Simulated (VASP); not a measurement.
Al2InN3, 12 atoms in the cell. It takes space group P6_3mc (No. 186, hexagonal). Conventional cell: a = 3.265 Å, b = 3.265 Å, c = 16.049 Å, α = 90.00°, β = 90.00°, γ = 120.00°. Al (site symmetry 3m) has 4 N at 1.90 to 1.97 Å as nearest neighbours. Al (site symmetry 3m) is surrounded by 4 N at 1.88 to 1.97 Å. Around In (site symmetry 3m) lie 4 N at 2.09 to 2.21 Å. Around N (site symmetry 3m) lie 4 Al at 1.90 to 1.97 Å. N (site symmetry 3m) has 1 Al at 1.88 Å and 3 In at 2.09 Å as nearest neighbours. N (site symmetry 3m) has 3 Al at 1.97 Å and 1 In at 2.21 Å as nearest neighbours. The cell was built by a generator and needn't be a form met in nature.

| Item | Value |
| --- | --- |
| Program | VASP 6.6.1 |
| Task | relaxation of cell and atoms |
| Functional | PBE |
| Potentials or basis | VASP PAW PBE potentials, release 64 (Al, In_d, N) |
| Cutoff | 520 eV |
| k mesh | 8 × 8 × 2 |
| Occupations | gaussian, width 0.03 eV |
| Spin | no spin polarisation |
| Further INCAR settings | ALGO = Normal; EDIFF = 1e-07; IBRION = 2; POTIM = 0.3; EDIFFG = -0.005; NSW = 60; ISIF = 3 |

Potentials or basis: VASP PAW PBE potentials, release 64 (Al, In_d, N).

Launch:

```sh
$ cat potpaw_PBE.64/Al/POTCAR potpaw_PBE.64/In_d/POTCAR potpaw_PBE.64/N/POTCAR > POTCAR
$ mpirun -np 4 vasp_std > vasp.out
```

Hardware: 4 MPI ranks on Intel(R) Xeon(R) Platinum 8375C CPU @ 2.90GHz (Ice Lake), on a shared host.

Problem. Estimate the wall time of this run.

Solution. It took 73 s on 4 MPI ranks on Intel(R) Xeon(R) Platinum 8375C CPU @ 2.90GHz (Ice Lake), on a shared host, peak memory 0.31 GiB a rank. Counts: scf iterations 35, k points 20, ion steps 4.
